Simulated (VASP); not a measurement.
All values below come from PBE GGA, VASP's PBE PAW potentials (set 64) (plane waves; VASP 6.6.1).

A VASP calculation is set up with these files.

File KPOINTS:
```
Automatic mesh
0
Gamma
9 9 5
0 0 0
```

### INCAR
```
LASPH = .True.   # aspherical one-centre terms
LCHARG = .False.
LREAL = .False.   # projection in real space or not
IBRION = 2   # conjugate gradients
NELM = 100   # most electronic steps
ALGO = Normal
ISIF = 3
EDIFFG = -0.02
ENCUT = 520
GGA = PE
SIGMA = 0.05   # width (eV)
EDIFF = 1E-6
PREC = Accurate
NSW = 60
SYSTEM = BN
ISMEAR = 0   # Gaussian
LWAVE = .False.
```

### POSCAR
```
BN
1.0
  1.2775625614  -2.2128034879   0.0000000000
  1.2775625614   2.2128034879   0.0000000000
  0.0000000000   0.0000000000   4.2254280639
B N
2 2
Cart
  1.2775625614  -0.7376026378   2.1137169272
  1.2775625614   0.7376026378   0.0010028952
  1.2775625614  -0.7376026378   3.6962466607
  1.2775625614   0.7376026378   1.5835326288
```

POTCAR, in this order: B N (PBE.64 set). Program: vasp_std.

Output

File OUTCAR:
```
 ion  position               nearest neighbor table
   1  0.667  0.333  0.500-   4 1.57   4 1.57   4 1.57   3 1.58
   2  0.333  0.667  0.000-   3 1.57   3 1.57   3 1.57   4 1.58
   3  0.667  0.333  0.875-   2 1.57   2 1.57   2 1.57   1 1.58
   4  0.333  0.667  0.375-   1 1.57   1 1.57   1 1.57   2 1.58
  LATTYP: Found a hexagonal cell.
 ALAT       =     2.5551253148
 C/A-ratio  =     1.6537067828
 Subroutine PRICEL returns:
 Original cell was already a primitive cell.
 Subroutine GETGRP returns: Found 12 space group operations
The static configuration has the point symmetry C_3v.
 The point group associated with its full space group is C_6v.
The dynamic configuration has the point symmetry C_3v.
 Subroutine INISYM returns: Found 12 space group operations
 Subroutine IBZKPT returns following result:
 Found     36 irreducible k-points:

 Following reciprocal coordinates:
            Coordinates               Weight
  0.000000  0.000000  0.000000      1.000000
  0.111111 -0.000000  0.000000      6.000000
  0.222222 -0.000000  0.000000      6.000000
  0.333333 -0.000000  0.000000      6.000000
  0.444444 -0.000000  0.000000      6.000000
  0.111111  0.111111  0.000000      6.000000
  0.222222  0.111111  0.000000     12.000000
  0.333333  0.111111  0.000000     12.000000
  0.444444  0.111111  0.000000      6.000000
  0.222222  0.222222  0.000000      6.000000
  0.333333  0.222222  0.000000     12.000000
  0.333333  0.333333  0.000000      2.000000
  0.000000  0.000000  0.200000      2.000000
  0.111111 -0.000000  0.200000     12.000000
  0.222222 -0.000000  0.200000     12.000000
  0.333333 -0.000000  0.200000     12.000000
  0.444444 -0.000000  0.200000     12.000000
  0.111111  0.111111  0.200000     12.000000
  0.222222  0.111111  0.200000     24.000000
  0.333333  0.111111  0.200000     24.000000
  0.444444  0.111111  0.200000     12.000000
  0.222222  0.222222  0.200000     12.000000
  0.333333  0.222222  0.200000     24.000000
  0.333333  0.333333  0.200000      4.000000
  0.000000  0.000000  0.400000      2.000000
  0.111111 -0.000000  0.400000     12.000000
  0.222222 -0.000000  0.400000     12.000000
  0.333333 -0.000000  0.400000     12.000000
  0.444444 -0.000000  0.400000     12.000000
  0.111111  0.111111  0.400000     12.000000
  0.222222  0.111111  0.400000     24.000000
  0.333333  0.111111  0.400000     24.000000
  0.444444  0.111111  0.400000     12.000000
  0.222222  0.222222  0.400000     12.000000
  0.333333  0.222222  0.400000     24.000000
  0.333333  0.333333  0.400000      4.000000
   k-points           NKPTS =     36   k-points in BZ     NKDIM =     36   number of bands    NBANDS=     12
   number of dos      NEDOS =    301   number of ions     NIONS =      4
   total plane-waves  NPLWV =  12800
   dimension x,y,z NGX =    20 NGY =   20 NGZ =   32
   dimension x,y,z NGXF=    40 NGYF=   40 NGZF=   64
   ions per type =               2   2
   PREC   = accura    normal or accurate (medium, high low for compatibility)
   ISTART =      0    job   : 0-new  1-cont  2-samecut
   ICHARG =      2    charge: 1-file 2-atom 10-const
   ISPIN  =      1    spin polarized calculation?
   LNONCOLLINEAR =      F non collinear calculations
   LSORBIT =      F    spin-orbit coupling
   INIWAV =      1    electr: 0-lowe 1-rand  2-diag
   ENCUT  =  520.0 eV  38.22 Ry    6.18 a.u.   4.75  4.75  7.86*2*pi/ulx,y,z
   NELM   =    100;   NELMIN=  2; NELMDL= -5     # of ELM steps
   EDIFF  = 0.1E-05   stopping-criterion for ELM
   LREAL  =      F    real-space projection
   NLSPLINE    = F    spline interpolate recip. space projectors
   LMAXMIX     =    2 max onsite mixed and CHGCAR
...
```

**OSZICAR**
```
       N       E                     dE             d eps       ncg     rms          rms(c)
DAV:   1     0.497223691971E+02    0.49722E+02   -0.87597E+03   864   0.130E+03
DAV:   2    -0.342864411146E+02   -0.84009E+02   -0.78896E+02  1204   0.273E+02
DAV:   3    -0.367292436133E+02   -0.24428E+01   -0.24344E+01  1144   0.472E+01
DAV:   4    -0.367425199205E+02   -0.13276E-01   -0.13271E-01  1044   0.362E+00
DAV:   5    -0.367426707249E+02   -0.15080E-03   -0.15078E-03  1128   0.362E-01    0.940E+00
DAV:   6    -0.349975075607E+02    0.17452E+01   -0.47878E+00  1072   0.181E+01    0.451E+00
DAV:   7    -0.348620877630E+02    0.13542E+00   -0.22270E-01  1032   0.465E+00    0.270E+00
DAV:   8    -0.348332478185E+02    0.28840E-01   -0.72132E-02   952   0.252E+00    0.222E-01
DAV:   9    -0.348324360951E+02    0.81172E-03   -0.21176E-03  1124   0.483E-01    0.121E-01
DAV:  10    -0.348326779823E+02   -0.24189E-03   -0.39541E-04  1016   0.198E-01    0.262E-02
DAV:  11    -0.348326833749E+02   -0.53926E-05   -0.68238E-05  1108   0.719E-02    0.136E-02
DAV:  12    -0.348326843310E+02   -0.95607E-06   -0.95558E-06  1088   0.304E-02
   1 F= -.34832684E+02 E0= -.34832684E+02  d E =-.348327E+02
```

**OUTCAR**
```
------------------------ aborting loop because EDIFF is reached ----------------------------------------
  FORCE on cell =-STRESS in cart. coord.  units (eV):
  Direction    XX          YY          ZZ          XY          YZ          ZX
  --------------------------------------------------------------------------------------
  Total       -0.0037232     -0.0037232     -0.0071273      0.0000000      0.0000000     -0.0000000
  in kB       -0.2496868     -0.2496869     -0.4779830      0.0000000      0.0000000     -0.0000000
  external PRESSURE =      -0.3257856 kB  Pullay stress =       0.0000000 kB
  volume of cell :       23.89
      direct lattice vectors                 reciprocal lattice vectors
     1.277562561 -2.212803488  0.000000000     0.391370266 -0.225957706  0.000000000
     1.277562561  2.212803488  0.000000000     0.391370266  0.225957706  0.000000000
     0.000000000  0.000000000  4.225428064     0.000000000  0.000000000  0.236662413
  FREE ENERGIE OF THE ION-ELECTRON SYSTEM (eV)
  ---------------------------------------------------
  free  energy   TOTEN  =       -34.8326843310 eV

  energy  without entropy=      -34.8326843310  energy(sigma->0) =      -34.83268433

 reached required accuracy - stopping structural energy minimisation
```
(Selected blocks of OUTCAR.)

The compound is BN in the wurtzite structure, a metastable high-pressure form. It was relaxed first. The start is the result of an earlier pass.
